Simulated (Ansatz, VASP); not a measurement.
# HfC in two plane-wave programs, part 2 of 2

Wanted: the spread between two codes on one cell, functional and k mesh. The cell is taken from a series of runs on this material, whose earlier steps may have relaxed, scaled, displaced or heated it; both programs get it as it stands.

VASP 6.6.1 and Ansatz 0.2.0.

So far: The structure; VASP: zone-centre phonons, PBEsol.

### Step 3. Ansatz: zone-centre phonons, PBEsol

Level of this step: Ansatz beside VASP: Kohn-Sham DFT, plane waves, PBEsol (Ansatz).

Ansatz runs on its PAW soft_1 files.

The same cell, functional, mesh and smearing now go to Ansatz, which takes its cutoff from its data sets.

Contents of input.yaml:

```yaml
crystal:
  lattice:
    - [-0.0147360305, 2.2952803002, 2.3067952379]
    - [2.2952803002, -0.0147360305, 2.3067952379]
    - [2.2805442698, 2.2805442698, 0.0]
  atoms:
    - { symbol: C, position: [0.0, 0.0, 0.0] }
    - { symbol: Hf, position: [0.5, 0.5, 0.5] }
kpoints:
  mp_grid: { grid: [16, 16, 16] }
hamiltonian:
  xc: pbesol
  pseudopotentials: { kind: paw, azcp: { folder: soft_1 }, xc_functional: pbe }
scf:
  occupations: { method: methfessel_paxton, width: 0.2 }
output:
  eigenvalues: true
phonons:
  method: dfpt
```

The run is started by

```sh
> ansatz run input.yaml --threads 4 --pin off --max-ram 10240MiB --backend cpu --events-out ev --progress --plain --runs-dir out
```

Numbers of over 12 decimals in the logs are rounded to 6 here.

Output:

```text
zone centre: on kpoints.mp_grid the ground state, and the responses unless they are solved on pairs of k-points, stand on 1098 of the mesh's 4096 k-points, reduced under 4 symmetry operations, with k and −k counted as one. Each operation leaves every solved displacement unchanged or reverses it
Engine: ansatz 0.2.0, aarch64-unknown-linux-gnu
Pseudopotentials: kind: paw
Pseudopotential: C, paw, valence charge 4, recommended cutoff 420 eV (normal), soft_1/C.paw.azcp
Pseudopotential: Hf, paw, valence charge 26, recommended cutoff 420 eV (normal), soft_1/Hf.paw.azcp
Functional definition: PBEsol
  exchange = pbesol_x
  correlation = pbesol_c
Crystal: 2 atoms, lattice volume = 24.305 Å³
Basis set: ecut = 420 eV, 503 PW (Γ), exchange–correlation on 48×48×48 points (8 copies of the dense FFT grid, shifted against one another)
Bands: 19, of which v1, the nominal top of the filled ones, is band 15 counted from 1 (14 counted from 0)
Symmetry: 8 space group operations
k-points: 1098 of 4096 (irreducible under 4 space group operations)
Non-local potential: C, projectors of the file, l = 0: 2, l = 1: 2, l = 2: 1
Non-local potential: Hf, projectors of the file, l = 0: 3, l = 1: 2, l = 2: 2, l = 3: 3
PAW form: soft (Blöchl's): semilocal exchange-correlation on the pseudo side does not see the compensation charge
PAW frozen core: C, regenerated for the run's functional, and the local potential with it (the file was generated under x = pbe(κ = 0.804, μ = 0.219515), c = pbe(β = 0.066725))
PAW frozen core: Hf, regenerated for the run's functional, and the local potential with it (the file was generated under x = pbe(κ = 0.804, μ = 0.219515), c = pbe(β = 0.066725))
PAW one-centre angular grid: C, 110 points (default); XC on 64 Gauss nodes
PAW one-centre angular grid: Hf, 590 points (default); XC on 64 Gauss nodes
Initial density: superposition of atomic densities (chi_scale 0.1, normalization cell, long waves kept (reshape's long-wave potential 0.00 eV rms))
Initial wavefunctions: pseudopotential atomic-orbital guess
Functional: x = pbesol(κ = 0.804, μ = 0.123457), c = pbesol(β = 0.046)
SCF iter   1: F=—  HF=-15848.059059 eV  |F-HF|=—  |Δ(HF+E_count)|=         —  Δρ=8.73e-2  dr2=2.49e0  ethr=3.10e-3  ⟨swp⟩=4.8  Hψ=91285  notcnv=0
preconditioner: auto → Kerker (q_TF=auto, 2.826 Å⁻¹)  [metal: Δε(μ)=0.006 eV  Ē_g=17.668 eV  σ=0.200 eV  W_gap=0.03  n_scr=14 (ndim 8)  ℏωp=39.9 eV  f_vac=0.000  D(μ)=0.21/eV (n_scr^D=0)]
SCF iter   2: F=—  HF=-15847.541910 eV  |F-HF|=—  |Δ(HF+E_count)|=   5.17e-1  S|Δr|=    0.00e0  Δρ=3.36e-2  dr2=2.74e-1  ethr=3.10e-3  ⟨swp⟩=2.5  Hψ=38412  notcnv=0  defer=4
SCF iter   3: F=—  HF=-15847.486168 eV  |F-HF|=—  |Δ(HF+E_count)|=   5.57e-2  S|Δr|=    0.00e0  Δρ=1.41e-2  dr2=2.99e-2  ethr=9.12e-4  ⟨swp⟩=2.0  Hψ=37620  notcnv=0  defer=2
SCF iter   4: F=—  HF=-15847.478551 eV  |F-HF|=—  |Δ(HF+E_count)|=   7.62e-3  S|Δr|=    0.00e0  Δρ=8.20e-3  dr2=7.64e-3  ethr=9.95e-5  ⟨swp⟩=2.1  Hψ=37464  notcnv=0  defer=2
SCF iter   5: F=—  HF=-15847.478707 eV  |F-HF|=—  |Δ(HF+E_count)|=   1.56e-4  S|Δr|=    0.00e0  Δρ=1.45e-3  dr2=2.73e-4  ethr=2.55e-5  ⟨swp⟩=2.2  Hψ=34047  notcnv=0
SCF iter   6: F=—  HF=-15847.478660 eV  |F-HF|=—  |Δ(HF+E_count)|=   4.65e-5  S|Δr|=    0.00e0  Δρ=2.48e-4  dr2=1.52e-5  ethr=9.10e-7  ⟨swp⟩=2.5  Hψ=37312  notcnv=0
SCF iter   7: F=—  HF=-15847.478665 eV  |F-HF|=—  |Δ(HF+E_count)|=   4.43e-6  S|Δr|=    0.00e0  Δρ=6.93e-5  dr2=8.53e-7  ethr=5.06e-8  ⟨swp⟩=2.3  Hψ=38471  notcnv=0
SCF iter   8: F=—  HF=-15847.478665 eV  |F-HF|=—  |Δ(HF+E_count)|=   4.02e-7  S|Δr|=    0.00e0  Δρ=1.35e-5  dr2=2.48e-8  ethr=2.84e-9  ⟨swp⟩=2.9  Hψ=40805  notcnv=0
SCF iter   9: F=—  HF=-15847.478665 eV  |F-HF|=—  |Δ(HF+E_count)|=   1.54e-8  S|Δr|=    0.00e0  Δρ=2.65e-6  dr2=1.53e-9  ethr=8.28e-11  ⟨swp⟩=2.7  Hψ=38150  notcnv=3
SCF iter  10: F=—  HF=-15847.478665 eV  |F-HF|=—  |Δ(HF+E_count)|=   1.58e-8  S|Δr|=    0.00e0  Δρ=3.19e-7  dr2=1.71e-11  ethr=5.10e-12  ⟨swp⟩=2.5  Hψ=37630  notcnv=1
SCF iter  11: F=-15847.478665 eV  HF=-15847.478665 eV  |F-HF|=3.64e-12  |Δ(HF+E_count)|=  2.46e-10  S|Δr|=    0.00e0  Δρ=5.09e-8  dr2=3.75e-13  ethr=1.00e-12  ⟨swp⟩=4.3  Hψ=179099  notcnv=0
SCF 1 converged in 11 iterations: F = -15847.478665 eV  dr2 = 3.75e-13
  Residual-converged pass: ⟨swp⟩=1.2  Hψ=25736  notcnv=2  max |occ|·‖R‖ = 2.8e-7 eV (tolerance 1.0e-8 eV)  dr2=3.75e-13  dr2_onsite=1.88e-14  max |Δocc| = 3.0e-13
  greatest PAW one-centre occupation: 0.998 electrons in one spin orbital (limit 2), on the Hf atom at site 1 (counted from 0), in its partial waves of l = 0
DFPT response loops at Γ: preconditioner auto → Kerker (q_TF=auto, 2.826 Å⁻¹) (partly filled bands, converged f_vac=0.000); β = 1.00, the filter's whole step (`scf.mixing.beta` (0.50) is not read by the response loops under this deck's `scf.mixing.preconditioner`; to damp them name `kerker` or `kerker_dos`, under which they read `scf.mixing.beta`, and type it under 1.00, their step now; both keys bind the ground state too); Broyden in place of MSR1
SCF converged after 11 iterations
Stability not checked: this state was not tested for a lower state beside it, because cold or Methfessel-Paxton smearing, or corrected tetrahedra, fill the levels in a way that the test cannot read (fill_not_monotonic; see scf.lower_state_search)
Free energy (F): -15847.478665 eV
Harris-Foulkes:  -15847.478665 eV  (|F-HF|=3.64e-12)
Internal energy: -15847.477940 eV  (E = F + TS)
E sigma→0 (E₀):  -15847.478484 eV
Entropy (-TS):   -0.000725 eV (-0.362 meV/atom)
Fermi energy:    19.110657 eV
--- Per-component energies (eV) ---
  E_band       = 84.737912
  E_kinetic    = 495.406388
  E_local      = -6137.863618  (includes V_loc(G=0)·N_el)
  E_nonlocal   = 91.375980
  E_hartree    = 3011.436180
  E_xc         = -312.609215
  E_vxc        = -314.227392  (∫ρ·V_xc dr)
  E_paw        = -7673.776023  (= ΣΔE_a)
  E_vpaw       = -72.825864  (= ΣTr[D̂ρ^β])
  E_aug_tail   = 0.000104  (compensation charges beyond the density's cutoff)
  E_ewald      = -5322.719893
  E_core_change = 1.272157  (= ΣΔE_core)
  E_smearing   = -0.000725  (= −TS)
  E_closure    = 0.000000  (closes the sum)
  Σ components = -15847.478665   (vs F -15847.478665, Δ=0.00e0)
--- Band table (eV; the first three rows and the last of 1098) ---
  k-point 0: bands = [... 11 lower, 8.3083, 20.1825, 20.1935, 20.2670, 20.3562, 20.3913, 20.5491, 22.5101]
  k-point 1: bands = [... 11 lower, 8.3083, 19.4336, 19.6038, 19.6524, 20.6112, 20.6786, 21.0543, 23.0488]
  k-point 2: bands = [... 11 lower, 8.3086, 18.3529, 18.7552, 18.8077, 20.9556, 21.0289, 21.4766, 24.1713]
  k-point 1097: bands = [... 11 lower, 8.5564, 16.4926, 17.1487, 19.0532, 19.1832, 24.5673, 26.0598, 26.0677]
--- Phonons (Γ-DFPT): 4 representative perturbations + reference, on 1098 of 4096 k-points (Σ response iterations 12) ---
  k mesh reduced under 4 symmetry operations, with k and −k counted as one. Each operation leaves every solved displacement unchanged or reverses it
  ASR residual: 1.982e-5 → 0.000e0 eV/Å²; symmetrization residual: 9.166e-7 eV/Å²
  ASR residual per site (eV/Å²): 1.22e-5 1.98e-5
  Γ frequencies (cm⁻¹): 0.00 0.00 0.00 448.42 455.82 469.79
  non-analytic LO–TO correction: not included (Born effective charges unavailable; polar crystals: no LO–TO splitting at Γ)
```

In the SCF lines HF is the Harris–Foulkes energy and dr2 the Hartree energy of the density residual, in eV; the loop may stop once dr2 is under the threshold and the program's other checks hold. Hψ counts applications of the Hamiltonian.

### Step 4. Side by side

Known differences besides the potentials themselves: the data sets hold 30 valence electrons in Ansatz (on its PAW soft_1 files) and 14 in VASP; the cutoff is 420 eV in Ansatz and 600 eV in VASP; Ansatz makes its cores anew for this functional, VASP keeps those of its PBE data sets. Total energies have different zeros and are not compared.

Both answers:

```tsv
quantity	Ansatz	VASP	difference
optical mode 1 (cm⁻¹)	448.4	446.0	+0.54 %
optical mode 2 (cm⁻¹)	455.8	453.6	+0.49 %
optical mode 3 (cm⁻¹)	469.8	468.1	+0.37 %
```

Modes are paired by rising frequency, not by their patterns, so a pair may set unlike modes beside each other; they are those without the splitting of longitudinal modes.

### Step 5. What came out

```yaml
r_m_s_difference_of_the_optical_zone_centre_modes_each_program_s_sorted_by_frequency_zone_centre_phonons_pbesol: 2.1 cm⁻¹
difference_in_optical_mode_1_zone_centre_phonons_pbesol: +0.5 %
```

**Reading.** The r.m.s. difference of the optical zone-centre modes, each program's sorted by frequency is 2.1 cm⁻¹ (zone-centre phonons, PBEsol). The data sets hold unlike numbers of valence electrons (30 in Ansatz and 14 in VASP), so part of the differences comes from the potentials. Among the rows given in per cent, the largest difference of the zone-centre phonons, PBEsol pair is in optical mode 1, +0.5 %. Such differences can come from data sets, numerical settings and the points named under the comparisons, not from the functional's error against experiment.

[Lines on the potential files, build, host, timing and source positions are cut from VASP's logs without a mark.]

[Logs are printed without paths, hosts, clocks, repeated set-up lines and the standing remarks that a program may print on its own settings, such as how far it seeks lower states.]

[Hosts, paths, dates, database ids (printed as entryN), source tags and the programs' standing remarks are cut or masked in the printed files.]
